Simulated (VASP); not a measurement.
Calculation: PBEsol GGA, VASP's PBE PAW potentials (set 64) (plane waves; VASP).

VASP input:

### POSCAR
```
C
1
   -0.0000000000     1.7783297413     1.7783297413
    1.7783297413     0.0000000000     1.7783297413
    1.7783297413     1.7783297413    -0.0000000000
C
2
Direct
  0.0000000000   0.0000000000   0.0000000000
  0.2500000000   0.2500000000   0.2500000000
```

**KPOINTS**
```
Automatic mesh
0
Gamma
12 12 12
0 0 0
```

**INCAR**
```
SYSTEM = C
PREC = Accurate
ENCUT = 600
EDIFF = 1E-7
NELM = 100
ALGO = Normal
LREAL = .FALSE.
LASPH = .TRUE.
ISMEAR = 0
SIGMA = 0.05
GGA = PS
LWAVE = .FALSE.
LCHARG = .FALSE.
ISIF = 2
```

POTCAR, in this order: C (PBE.64 set). Program: vasp_std.

What VASP printed:

**OSZICAR**
```
       N       E                     dE             d eps       ncg     rms          rms(c)
DAV:   1     0.103451503364E+00    0.10345E+00   -0.55420E+03  1200   0.111E+03
DAV:   2    -0.198073783883E+02   -0.19911E+02   -0.19271E+02  1808   0.119E+02
DAV:   3    -0.199327902561E+02   -0.12541E+00   -0.12541E+00  1264   0.123E+01
DAV:   4    -0.199329600788E+02   -0.16982E-03   -0.16982E-03  1648   0.471E-01
DAV:   5    -0.199329601235E+02   -0.44715E-07   -0.44715E-07  1240   0.558E-03    0.562E+00
DAV:   6    -0.194296323880E+02    0.50333E+00   -0.38671E-01  1200   0.485E+00    0.333E+00
DAV:   7    -0.192542861262E+02    0.17535E+00   -0.42701E-01  1376   0.515E+00    0.706E-01
DAV:   8    -0.192543350258E+02   -0.48900E-04   -0.15285E-03  1184   0.484E-01    0.304E-02
DAV:   9    -0.192543406646E+02   -0.56387E-05   -0.34764E-05  1680   0.560E-02    0.231E-02
DAV:  10    -0.192543456819E+02   -0.50173E-05   -0.32301E-06  1224   0.215E-02    0.452E-03
DAV:  11    -0.192543455717E+02    0.11020E-06   -0.29876E-08  1240   0.173E-03    0.103E-03
DAV:  12    -0.192543455721E+02   -0.47737E-09   -0.26509E-09   576   0.633E-04
   1 F= -.19254346E+02 E0= -.19254346E+02  d E =-.174340E-22
```

### OUTCAR
```
------------------------ aborting loop because EDIFF is reached ----------------------------------------
  FORCE on cell =-STRESS in cart. coord.  units (eV):
  Direction    XX          YY          ZZ          XY          YZ          ZX
  --------------------------------------------------------------------------------------
  Total       -0.0453499     -0.0453499     -0.0453499      0.0000000      0.0000000     -0.0000000
  in kB       -6.4598095     -6.4598095     -6.4598095      0.0000000      0.0000000     -0.0000000
  external PRESSURE =      -6.4598095 kB  Pullay stress =       0.0000000 kB
  volume of cell :       11.25
      direct lattice vectors                 reciprocal lattice vectors
     0.000000000  1.778329741  1.778329741    -0.281162705  0.281162705  0.281162705
     1.778329741  0.000000000  1.778329741     0.281162705 -0.281162705  0.281162705
     1.778329741  1.778329741  0.000000000     0.281162705  0.281162705 -0.281162705
 POSITION                                       TOTAL-FORCE (eV/Angst)
 -----------------------------------------------------------------------------------
      0.00000      0.00000      0.00000         0.000000      0.000000      0.000000
      0.88916      0.88916      0.88916        -0.000000     -0.000000     -0.000000
 -----------------------------------------------------------------------------------
    total drift:                                0.000000      0.000000      0.000000
  FREE ENERGIE OF THE ION-ELECTRON SYSTEM (eV)
  ---------------------------------------------------
  free  energy   TOTEN  =       -19.2543455721 eV

  energy  without entropy=      -19.2543455721  energy(sigma->0) =      -19.25434557
```
(Selected blocks of OUTCAR.)

The compound is C in the diamond structure. It was relaxed first.
